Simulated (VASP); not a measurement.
# Band gap of Bi2Se3 (Paraguanajuatite): cutoff, mesh and cell

Aim: test what besides the functional moves the gap of Bi2Se3 (Paraguanajuatite). The starting structure is a measured crystal structure from the Crystallography Open Database. Cell and atoms stay as given unless a step says otherwise.

Method: Kohn-Sham DFT with plane waves and PAW; LDA, in VASP 6.6.1.

**1. The structure**

The structure is trigonal, space group R-3m (No. 166). The conventional cell has a = 4.143 Å, b = 4.143 Å, c = 28.636 Å, α = 90.00°, β = 90.00°, γ = 120.00°. Nearest to Bi lie 6 Se at 2.85 to 3.07 Å. Nearest to Se lie 3 Bi at 2.85 Å. Se has 6 Bi at 3.07 Å nearest. Farther neighbours and most contacts between anions are not listed.

**2. Reference bands**

INCAR

```
SYSTEM = Bi2Se3
PREC = Accurate
ENCUT = 350
EDIFF = 1E-06
NELM = 100
ISMEAR = 0
SIGMA = 0.03
LREAL = .FALSE.
ALGO = Normal
GGA = CA
NBANDS = 39
LORBIT = 11
LWAVE = .FALSE.
LCHARG = .FALSE.
KPAR = 4
```

POSCAR

```
Bi2Se3
1.0
    2.0715000000      1.1959810826      9.5453333333
   -2.0715000000      1.1959810826      9.5453333333
    0.0000000000     -2.3919621653      9.5453333333
Bi Se
2 3
Direct
    0.5992000000      0.5992000000      0.5992000000
    0.4008000000      0.4008000000      0.4008000000
    0.7883000000      0.7883000000      0.7883000000
    0.2117000000      0.2117000000      0.2117000000
    0.0000000000      0.0000000000      0.0000000000
```

KPOINTS

```
Automatic mesh
0
Gamma
6 6 6
0 0 0
```

KPOINTS_OPT

```
Line mode
8
Line-mode
Reciprocal
  0.00000000   0.00000000   0.00000000 GAMMA
  0.50000000   0.00000000   0.00000000 L

  0.50000000   0.00000000   0.00000000 L
  0.50000000   0.17713253  -0.17713253 B1

  0.82286747   0.50000000   0.17713253 B
  0.50000000   0.50000000   0.50000000 Z

  0.50000000   0.50000000   0.50000000 Z
  0.00000000   0.00000000   0.00000000 GAMMA

  0.00000000   0.00000000   0.00000000 GAMMA
  0.33856627   0.00000000  -0.33856627 X

  0.66143373   0.33856627   0.00000000 Q
  0.50000000   0.50000000   0.00000000 F

  0.50000000   0.50000000   0.00000000 F
  0.66143373   0.66143373   0.17713253 P1

  0.66143373   0.66143373   0.17713253 P1
  0.50000000   0.50000000   0.50000000 Z

  0.50000000   0.00000000   0.00000000 L
  0.82286747   0.33856627   0.33856627 P
```

The projector-augmented-wave data sets are Bi_d and Se (LDA family, release 64).

Started as:

```console
$ mpirun -np 4 vasp_std
```

The log of the run:

```text
[banner, memory and clock lines left out]
running    4 mpi-ranks, on    1 nodes
 distrk:  each k-point on    1 cores,    4 groups
 distr:  one band on    1 cores,    1 groups

 POSCAR found type information on POSCAR BiSe
 POSCAR found :  2 types and       5 ions
 LDA part: xc-table for (Slater(with rela. corr.)+CA(PZ))
 , standard interpolation
 POSCAR, INCAR and KPOINTS ok, starting setup
 FFT: planning ... GRIDC
 FFT: planning ... GRID_SOFT
 FFT: planning ... GRID
 WAVECAR not read
 entering main loop
       N       E                     dE             d eps       ncg     rms          rms(c)
DAV:   1     0.402102766442E+03    0.40210E+03   -0.17829E+04  2496   0.963E+02
DAV:   2     0.215286966363E+02   -0.38057E+03   -0.35979E+03  2611   0.297E+02
DAV:   3    -0.225049283280E+02   -0.44034E+02   -0.42681E+02  3070   0.116E+02
DAV:   4    -0.241343183971E+02   -0.16294E+01   -0.16233E+01  2946   0.249E+01
DAV:   5    -0.241961136985E+02   -0.61795E-01   -0.61790E-01  3515   0.449E+00    0.528E+00
DAV:   6    -0.234112030878E+02    0.78491E+00   -0.74433E-01  3560   0.595E+00    0.327E+00
DAV:   7    -0.233986947835E+02    0.12508E-01   -0.26431E-01  2884   0.193E+00    0.173E+00
DAV:   8    -0.233939115279E+02    0.47833E-02   -0.34641E-02  2939   0.890E-01    0.487E-01
DAV:   9    -0.233931802149E+02    0.73131E-03   -0.23897E-03  3233   0.262E-01    0.103E-01
DAV:  10    -0.233931674102E+02    0.12805E-04   -0.28612E-04  3004   0.897E-02    0.450E-02
DAV:  11    -0.233931697760E+02   -0.23658E-05   -0.48007E-05  3185   0.413E-02    0.182E-02
DAV:  12    -0.233931720568E+02   -0.22808E-05   -0.18681E-05  2691   0.175E-02    0.730E-03
DAV:  13    -0.233931718534E+02    0.20339E-06   -0.12663E-06  2041   0.625E-03
   1 F= -.23393172E+02 E0= -.23393166E+02  d E =-.125121E-04
 Start KPOINTS_OPT (optional k-point list driver)
k-point batch [1-32\72]
       N       E                     dE             ncg
DAV:   1     0.124152618202E+04   -0.19460E+05     2504
DAV:   2    -0.109259618422E+05   -0.12167E+05     2649
DAV:   3    -0.123649738541E+05   -0.14390E+04     3038
DAV:   4    -0.124182417919E+05   -0.53268E+02     2939
DAV:   5    -0.124202041841E+05   -0.19624E+01     3592
DAV:   6    -0.124202400742E+05   -0.35890E-01     3292
DAV:   7    -0.124202407840E+05   -0.70986E-03     3629
DAV:   8    -0.124202407953E+05   -0.11273E-04     3069
DAV:   9    -0.124202407956E+05   -0.28120E-06     1941
[...]
k-point batch [65-72\72]
       N       E                     dE             ncg
DAV:   1     0.245265957795E+05   -0.94363E+04      624
DAV:   2     0.214603175863E+05   -0.30663E+04      663
DAV:   3     0.211067169349E+05   -0.35360E+03      767
DAV:   4     0.210942270271E+05   -0.12490E+02      744
DAV:   5     0.210937580292E+05   -0.46900E+00      928
DAV:   6     0.210937491816E+05   -0.88476E-02      779
DAV:   7     0.210937490009E+05   -0.18062E-03      936
DAV:   8     0.210937489978E+05   -0.31838E-05      708
DAV:   9     0.210937489977E+05   -0.83488E-07      480
```

The job ended after 5.4 min (4 MPI ranks of Intel Xeon Platinum 8488C (Sapphire Rapids), shared host; peak memory 1.7 GiB; 20 min of CPU time).

Lines that name or quote the potential files are left out of all logs, and their timing lines are given in words.

From OUTCAR (step 2):

```text
ion  position               nearest neighbor table
   1  0.599  0.599  0.599-   4 2.85   4 2.85   4 2.85   5 3.07   5 3.07   5 3.07
   2  0.401  0.401  0.401-   3 2.85   3 2.85   3 2.85   5 3.07   5 3.07   5 3.07
   3  0.788  0.788  0.788-   2 2.85   2 2.85   2 2.85
   4  0.212  0.212  0.212-   1 2.85   1 2.85   1 2.85
   5  0.000  0.000  0.000-   1 3.07   1 3.07   2 3.07   2 3.07   1 3.07   2 3.07

  LATTYP: Found a trigonal (rhomboedric) cell.
 ALAT       =     9.8404710987
 COS(alpha) =     0.9113725833

 Subroutine GETGRP returns: Found 12 space group operations
 (whereof 12 operations were pure point group operations)

The static configuration has the point symmetry D_3d.

 Found     32 irreducible k-points:

   k-points           NKPTS =     32   k-points in BZ     NKDIM =     32   number of bands    NBANDS=     39

   dimension x,y,z NGX =    60 NGY =   60 NGZ =   60
   dimension x,y,z NGXF=   120 NGYF=  120 NGZF=  120

   ENCUT  =  350.0 eV  25.72 Ry    5.07 a.u.  15.01 15.01 15.01*2*pi/ulx,y,z

   NELECT =      48.0000    total number of electrons

 k-points in reciprocal lattice and weights: Automatic mesh
   0.00000000  0.00000000  0.00000000       0.005
   0.16666667  0.00000000 -0.00000000       0.028
   0.33333333 -0.00000000 -0.00000000       0.028
   0.50000000  0.00000000 -0.00000000       0.014
   0.16666667  0.16666667 -0.00000000       0.028
   0.33333333  0.16666667 -0.00000000       0.056
   0.50000000  0.16666667 -0.00000000       0.056
  -0.33333333  0.16666667  0.00000000       0.056
  -0.16666667  0.16666667  0.00000000       0.028
[...]
-0.33333333  0.50000000  0.33333333       0.028
   0.50000000  0.50000000  0.50000000       0.005

 average (electrostatic) potential at core
       1-106.3669       2-106.3669       3 -59.3883       4 -59.3883       5 -59.2027

 E-fermi :   4.8964

 k-point     1 :       0.0000    0.0000    0.0000
  band No.  band energies     occupation
    ...
     20       2.9799      2.00000
     21       2.9799      2.00000
     22       3.6607      2.00000
     23       3.6607      2.00000
     24       4.8487      1.97545
     25       4.9441      0.02455
     26       6.1737      0.00000
     27       6.1737      0.00000
     28       6.8888      0.00000
     29       7.4972      0.00000
    ...

 k-point     2 :       0.1667    0.0000   -0.0000
  band No.  band energies     occupation
    ...
     20       2.8865      2.00000
     21       3.5369      2.00000
     22       3.5579      2.00000
     23       3.7467      2.00000
     24       4.1708      2.00000
     25       6.1247      0.00000
     26       6.5354      0.00000
     27       6.8671      0.00000
     28       6.9610      0.00000
     29       7.5389      0.00000
    ...

 k-point     3 :       0.3333   -0.0000   -0.0000
  band No.  band energies     occupation
    ...
     20       2.1193      2.00000
     21       2.4078      2.00000
     22       3.3830      2.00000
     23       3.6389      2.00000
     24       4.2794      2.00000
     25       5.7787      0.00000
     26       6.8589      0.00000
     27       7.1226      0.00000
     28       7.8140      0.00000
     29       8.4729      0.00000
    ...

  Total       -1.6868357     -1.6868357     -1.7746225      0.0000000      0.0000000      0.0000000
  in kB      -19.0472280    -19.0472280    -20.0384886      0.0000000      0.0000000      0.0000000
  external PRESSURE =     -19.3776482 kB  Pullay stress =       0.0000000 kB

  energy-cutoff  :      350.00
  volume of cell :      141.89
      direct lattice vectors                 reciprocal lattice vectors
     2.071500000  1.195981083  9.545333333     0.241370987  0.139355604  0.034921078
    -2.071500000  1.195981083  9.545333333    -0.241370987  0.139355604  0.034921078
     0.000000000 -2.391962165  9.545333333     0.000000000 -0.278711209  0.034921078

 POSITION                                       TOTAL-FORCE (eV/Angst)
 -----------------------------------------------------------------------------------
      0.00000     -0.00000     17.15869         0.000000     -0.000000      0.159616
      0.00000     -0.00000     11.47731         0.000000      0.000000     -0.159616
      0.00000     -0.00000     22.57376         0.000000     -0.000000      0.038266
      0.00000     -0.00000      6.06224         0.000000      0.000000     -0.038266
      0.00000      0.00000      0.00000         0.000000      0.000000     -0.000000
 -----------------------------------------------------------------------------------
    total drift:                               -0.000000     -0.000000      0.000000

  FREE ENERGIE OF THE ION-ELECTRON SYSTEM (eV)
  ---------------------------------------------------
  free  energy   TOTEN  =       -23.3931718534 eV

  energy  without entropy=      -23.3931593413  energy(sigma->0) =      -23.39316560

 total charge
# of ion       s       p       d       tot
------------------------------------------
    1        1.618   1.087   9.957  12.662
    2        1.618   1.087   9.957  12.662
    3        1.496   2.254   0.023   3.773
    4        1.496   2.254   0.023   3.773
    5        1.478   2.309   0.021   3.809
--------------------------------------------------
tot          7.707   8.991  19.981  36.678

[... 3 further parts left out ...]
```

Spin-orbit coupling is off here; with elements this heavy it can split and shift levels by tenths of an eV, and by up to about 1 eV where a band edge is a 6p state.

The reference gap is 0.095 eV.

**3. Bands with cell and atoms relaxed by LDA (not reached)**

Against step 2 the input has ENCUT = 450, IBRION = 2, ISIF = 3, EDIFFG = -0.01 and no band path (also changed: NBANDS and NSW). The run named in the heading was never made; what follows is the relaxation that should come before it.

INCAR

```
SYSTEM = Bi2Se3
PREC = Accurate
ENCUT = 450
EDIFF = 1E-06
NELM = 100
ISMEAR = 0
SIGMA = 0.03
LREAL = .FALSE.
ALGO = Normal
GGA = CA
NBANDS = 30
LORBIT = 11
LWAVE = .FALSE.
LCHARG = .FALSE.
KPAR = 4
IBRION = 2
NSW = 50
ISIF = 3
EDIFFG = -0.01
```

POSCAR is that of step 2.

KPOINTS is that of step 2.

Started as:

```console
$ mpirun -np 4 vasp_std
```

The log of the run:

```text
[... set-up lines as in an earlier step ...]
 entering main loop
       N       E                     dE             d eps       ncg     rms          rms(c)
DAV:   1     0.445345236415E+03    0.44535E+03   -0.21261E+04  1920   0.149E+03
DAV:   2     0.281971508024E+02   -0.41715E+03   -0.40179E+03  2044   0.401E+02
DAV:   3    -0.221643736169E+02   -0.50362E+02   -0.48424E+02  2524   0.151E+02
DAV:   4    -0.241264281976E+02   -0.19621E+01   -0.19454E+01  2194   0.313E+01
[...]
DAV:  11    -0.233993123988E+02   -0.70300E-05   -0.12351E-04  2232   0.674E-02    0.312E-02
DAV:  12    -0.233993175887E+02   -0.51898E-05   -0.27241E-05  2326   0.269E-02    0.917E-03
DAV:  13    -0.233993171469E+02    0.44184E-06   -0.37357E-06  1804   0.176E-02
   1 F= -.23399317E+02 E0= -.23399311E+02  d E =-.233993E+02
[... from here on, the cycles between the ionic steps are left out ...]
   2 F= -.23415074E+02 E0= -.23415034E+02  d E =-.157571E-01
   3 F= -.23421113E+02 E0= -.23421090E+02  d E =-.217963E-01
   4 F= -.23426589E+02 E0= -.23426541E+02  d E =-.547523E-02
   5 F= -.23427448E+02 E0= -.23427382E+02  d E =-.633403E-02
   6 F= -.23427516E+02 E0= -.23427454E+02  d E =-.640284E-02
   7 F= -.23428381E+02 E0= -.23428314E+02  d E =-.865044E-03
   8 F= -.23430422E+02 E0= -.23430345E+02  d E =-.290548E-02
   9 F= -.23431949E+02 E0= -.23431877E+02  d E =-.443233E-02
[...]
hard stop encountered!  aborting job ...
[...]
|     The electronic self-consistency was not achieved in the given           |
[...]
soft stop encountered!  aborting job ...
  10 F= -.23432307E+02 E0= -.23432237E+02  d E =-.139245E-03
 deleting file STOPCAR
```

The job ended after 20 min (4 MPI ranks; peak memory 2.4 GiB).

Logs of long relaxations may skip ionic steps without a mark.

The run was stopped at its time limit, after 10 ionic steps.

**4. Bands with no band path**

Against step 2 the input has no band path (also changed: NBANDS).

Edit INCAR of step 3 so:

```diff
@@ -2,3 +2,3 @@
 PREC = Accurate
-ENCUT = 450
+ENCUT = 350
 EDIFF = 1E-06
@@ -15,5 +15 @@
 KPAR = 4
-IBRION = 2
-NSW = 50
-ISIF = 3
-EDIFFG = -0.01
```

POSCAR is that of step 3.

KPOINTS is that of step 3.

Started as:

```console
$ mpirun -np 4 vasp_std
```

The log of the run:

```text
[... set-up lines as in an earlier step ...]
 entering main loop
       N       E                     dE             d eps       ncg     rms          rms(c)
DAV:   1     0.398440986038E+03    0.39844E+03   -0.18721E+04  1928   0.125E+03
DAV:   2     0.191466162935E+02   -0.37929E+03   -0.36606E+03  2128   0.360E+02
DAV:   3    -0.226411837972E+02   -0.41788E+02   -0.40405E+02  2504   0.136E+02
DAV:   4    -0.241436858698E+02   -0.15025E+01   -0.14953E+01  2230   0.279E+01
[...]
DAV:  11    -0.233931671132E+02   -0.59124E-05   -0.11406E-04  2256   0.677E-02    0.310E-02
DAV:  12    -0.233931723794E+02   -0.52662E-05   -0.27469E-05  2298   0.265E-02    0.895E-03
DAV:  13    -0.233931719318E+02    0.44767E-06   -0.35013E-06  1838   0.172E-02
   1 F= -.23393172E+02 E0= -.23393166E+02  d E =-.124885E-04
```

It took 2 min on 4 MPI ranks; peak memory 1.6 GiB.

Parts of OUTCAR (step 4):

```text
  Total       -1.6868166     -1.6868166     -1.7749005      0.0000000      0.0000000      0.0000000
  in kB      -19.0470113    -19.0470113    -20.0416284      0.0000000      0.0000000      0.0000000
  external PRESSURE =     -19.3785503 kB  Pullay stress =       0.0000000 kB

 POSITION                                       TOTAL-FORCE (eV/Angst)
 -----------------------------------------------------------------------------------
      0.00000     -0.00000     17.15869         0.000000     -0.000000      0.159589
      0.00000     -0.00000     11.47731         0.000000      0.000000     -0.159589
      0.00000     -0.00000     22.57376         0.000000     -0.000000      0.038329
      0.00000     -0.00000      6.06224         0.000000      0.000000     -0.038329
      0.00000      0.00000      0.00000         0.000000      0.000000     -0.000000
 -----------------------------------------------------------------------------------
    total drift:                               -0.000000     -0.000000      0.000000

  FREE ENERGIE OF THE ION-ELECTRON SYSTEM (eV)
  ---------------------------------------------------
  free  energy   TOTEN  =       -23.3931719318 eV

  energy  without entropy=      -23.3931594432  energy(sigma->0) =      -23.39316569

[... 1 part as in an earlier step ...]

[... 2 further parts left out ...]
[key lines of the parts left out:]
E-fermi :   4.8964
```

With no band path the gap is 0.095 eV, +0.000 eV from the reference, read on the mesh alone.

**5. Bands with a cutoff of 500 eV**

Against step 2 the input has ENCUT = 500.

Edit INCAR of step 4 so:

```diff
@@ -2,3 +2,3 @@
 PREC = Accurate
-ENCUT = 350
+ENCUT = 500
 EDIFF = 1E-06
@@ -10,3 +10,3 @@
 GGA = CA
-NBANDS = 30
+NBANDS = 39
 LORBIT = 11
```

POSCAR is that of step 4.

KPOINTS is that of step 4.

KPOINTS_OPT is that of step 2.

Started as:

```console
$ mpirun -np 4 vasp_std
```

The log of the run:

```text
[... set-up lines as in an earlier step ...]
 entering main loop
       N       E                     dE             d eps       ncg     rms          rms(c)
DAV:   1     0.463219768785E+03    0.46322E+03   -0.21591E+04  2496   0.124E+03
DAV:   2     0.319766137281E+02   -0.43124E+03   -0.40607E+03  2543   0.348E+02
DAV:   3    -0.217774587867E+02   -0.53754E+02   -0.51517E+02  3024   0.131E+02
DAV:   4    -0.241165991976E+02   -0.23391E+01   -0.23235E+01  2940   0.288E+01
[...]
DAV:  11    -0.233989039460E+02   -0.27520E-05   -0.47787E-05  3181   0.410E-02    0.184E-02
DAV:  12    -0.233989063040E+02   -0.23580E-05   -0.18964E-05  2671   0.179E-02    0.727E-03
DAV:  13    -0.233989061084E+02    0.19569E-06   -0.12843E-06  2107   0.619E-03
   1 F= -.23398906E+02 E0= -.23398900E+02  d E =-.123193E-04
 Start KPOINTS_OPT (optional k-point list driver)
k-point batch [1-32\72]
       N       E                     dE             ncg
DAV:   1     0.318633174399E+04   -0.21382E+05     2496
DAV:   2    -0.105762555456E+05   -0.13763E+05     2575
DAV:   3    -0.123424966696E+05   -0.17662E+04     3055
DAV:   4    -0.124224416865E+05   -0.79945E+02     2970
DAV:   5    -0.124252349335E+05   -0.27932E+01     3471
DAV:   6    -0.124252979663E+05   -0.63033E-01     3411
DAV:   7    -0.124252990777E+05   -0.11114E-02     3504
DAV:   8    -0.124252990982E+05   -0.20453E-04     3347
DAV:   9    -0.124252990985E+05   -0.29419E-06     1933
[...]
k-point batch [65-72\72]
       N       E                     dE             ncg
DAV:   1     0.290318776021E+05   -0.10210E+05      624
DAV:   2     0.255642751567E+05   -0.34676E+04      640
DAV:   3     0.251306324399E+05   -0.43364E+03      766
DAV:   4     0.251120778892E+05   -0.18555E+02      736
DAV:   5     0.251113642528E+05   -0.71364E+00      944
DAV:   6     0.251113539743E+05   -0.10278E-01      816
DAV:   7     0.251113537281E+05   -0.24623E-03      944
DAV:   8     0.251113537239E+05   -0.42438E-05      784
DAV:   9     0.251113537238E+05   -0.89683E-07      504
```

Elapsed: 11 min, on 4 MPI ranks; peak memory 2.9 GiB.

[end of part 1 of 2]

[Lines on the potential files, build, host, timing and source positions are cut from VASP's logs without a mark.]

[Logs are printed without paths, hosts, clocks, repeated set-up lines and the standing remarks that a program may print on its own settings, such as how far it seeks lower states.]

[Hosts, paths, dates, database ids (printed as entryN), source tags and the programs' standing remarks are cut or masked in the printed files.]
